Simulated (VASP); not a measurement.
Method: PBE GGA, VASP's PBE PAW potentials (set 64) (plane waves; VASP 6.6.1).

VASP input:

**KPOINTS**
```
Automatic mesh
0
G
12 12 12
0 0 0
```

### POSCAR
```
ZrC
1
    0.0000000000     2.3970000000     2.3970000000
    2.3970000000     0.0000000000     2.3970000000
    2.3970000000     2.3970000000     0.0000000000
Zr C
1 1
Direct
  0.0000000000   0.0000000000   0.0000000000
  0.5000000000   0.5000000000   0.5000000000
```

### INCAR
```
ISMEAR = 1   ! Methfessel-Paxton
EDIFF = 1E-6   ! SCF stop (eV)
LASPH = T
PREC = Accurate
LCHARG = F
ALGO = Normal   ! blocked Davidson
NELM = 100   ! most electronic steps
LWAVE = F
SYSTEM = ZrC
SIGMA = 0.5   ! width (eV)
ISIF = 2   ! forces and stress, cell fixed
LMAXMIX = 4   ! l cut-off of mixed one-centre charges
LREAL = F   ! projection in real space or not
GGA = PE
ENCUT = 520   ! plane-wave cut-off (eV)
```

POTCAR, in this order: Zr_sv C (PBE.64 set). Program: vasp_std.

What VASP printed:

OSZICAR:
```
       N       E                     dE             d eps       ncg     rms          rms(c)
DAV:   1     0.106770418504E+03    0.10677E+03   -0.88626E+03  1728   0.134E+03
DAV:   2    -0.170736084662E+02   -0.12384E+03   -0.11674E+03  2020   0.329E+02
DAV:   3    -0.227326380701E+02   -0.56590E+01   -0.55499E+01  2580   0.631E+01
DAV:   4    -0.229607658516E+02   -0.22813E+00   -0.22788E+00  2268   0.120E+01
DAV:   5    -0.229661267244E+02   -0.53609E-02   -0.53603E-02  2488   0.164E+00    0.189E+01
DAV:   6    -0.195987173756E+02    0.33674E+01   -0.17793E+01  1940   0.283E+01    0.706E+00
DAV:   7    -0.194285501241E+02    0.17017E+00   -0.94140E-01  2036   0.752E+00    0.514E+00
DAV:   8    -0.194159410117E+02    0.12609E-01   -0.16401E-01  1836   0.375E+00    0.124E+00
DAV:   9    -0.194120301974E+02    0.39108E-02   -0.32233E-02  2196   0.121E+00    0.439E-01
DAV:  10    -0.194123845570E+02   -0.35436E-03   -0.21177E-03  2028   0.586E-01    0.314E-01
DAV:  11    -0.194121838757E+02    0.20068E-03   -0.77823E-04  1932   0.220E-01    0.175E-02
DAV:  12    -0.194121833363E+02    0.53946E-06   -0.13690E-05  2464   0.393E-02    0.108E-02
DAV:  13    -0.194121829909E+02    0.34535E-06   -0.52001E-07  1128   0.718E-03
   1 F= -.19412183E+02 E0= -.19414031E+02  d E =0.554501E-02
```

**OUTCAR**
```
------------------------ aborting loop because EDIFF is reached ----------------------------------------
  FORCE on cell =-STRESS in cart. coord.  units (eV):
  Direction    XX          YY          ZZ          XY          YZ          ZX
  --------------------------------------------------------------------------------------
  Total       -1.8111911     -1.8111911     -1.8111911     -0.0000000     -0.0000000      0.0000000
  in kB     -105.3515065   -105.3515065   -105.3515065     -0.0000000     -0.0000000      0.0000000
  external PRESSURE =    -105.3515065 kB  Pullay stress =       0.0000000 kB
  volume of cell :       27.54
      direct lattice vectors                 reciprocal lattice vectors
     0.000000000  2.397000000  2.397000000    -0.208594076  0.208594076  0.208594076
     2.397000000  0.000000000  2.397000000     0.208594076 -0.208594076  0.208594076
     2.397000000  2.397000000  0.000000000     0.208594076  0.208594076 -0.208594076
 POSITION                                       TOTAL-FORCE (eV/Angst)
 -----------------------------------------------------------------------------------
      0.00000      0.00000      0.00000        -0.000000     -0.000000     -0.000000
      2.39700      2.39700      2.39700         0.000000      0.000000      0.000000
 -----------------------------------------------------------------------------------
    total drift:                                0.000000      0.000000      0.000000
  FREE ENERGIE OF THE ION-ELECTRON SYSTEM (eV)
  ---------------------------------------------------
  free  energy   TOTEN  =       -19.4121829909 eV

  energy  without entropy=      -19.4177280049  energy(sigma->0) =      -19.41403133
```
(Selected blocks of OUTCAR.)

File OUTCAR:
```
 val. band max:        8.8580958988   @ k =   0.0833   0.0000   0.0000

 cond. band min:       8.9521924913   @ k =   0.5000   0.5000   0.0000


 Fermi energy:         8.9422263233

 k-point     1 :       0.0000    0.0000    0.0000
  band No.  band energies     occupation
      1     -39.3927      2.00000
      2     -17.1361      2.00000
      3     -17.1361      2.00000
      4     -17.1361      2.00000
      5      -2.1463      2.00000
      6       9.8663     -0.02530
      7       9.8663     -0.02530
      8       9.8663     -0.02530
      9      10.0144     -0.00976
     10      10.0144     -0.00976
     11      10.0144     -0.00976
     12      11.5867     -0.00000

 k-point     2 :       0.0833    0.0000    0.0000
  band No.  band energies     occupation
      1     -39.3876      2.00000
      2     -17.1850      2.00000
      3     -17.1406      2.00000
      4     -17.1406      2.00000
      5      -2.0038      2.00000
      6       8.8581      1.28037
      7       9.1050      0.48004
      8       9.1050      0.48004
      9      10.2917     -0.00091
     10      10.2917     -0.00091
     11      10.6683     -0.00001
     12      12.3728     -0.00000

 k-point     3 :       0.1667    0.0000    0.0000
  band No.  band energies     occupation
      1     -39.3736      2.00000
      2     -17.3160      2.00000
      3     -17.1528      2.00000
      4     -17.1528      2.00000
      5      -1.5996      2.00000
      6       7.5878      2.00087
      7       8.1340      2.04462
      8       8.1340      2.04462
      9      10.7274     -0.00001
     10      10.7274     -0.00001
     11      11.1294     -0.00000
     12      13.7838     -0.00000

 k-point     4 :       0.2500    0.0000    0.0000
  band No.  band energies     occupation
      1     -39.3544      2.00000
      2     -17.4897      2.00000
      3     -17.1693      2.00000
      4     -17.1693      2.00000
      5      -0.9981      2.00000
      6       6.3118      2.00000
...
```

The compound is ZrC in the rock salt structure. The cell was not relaxed at this level. The run is one of a series of settings (SIGMA = 0.5 against the base run), some of them coarse on purpose.
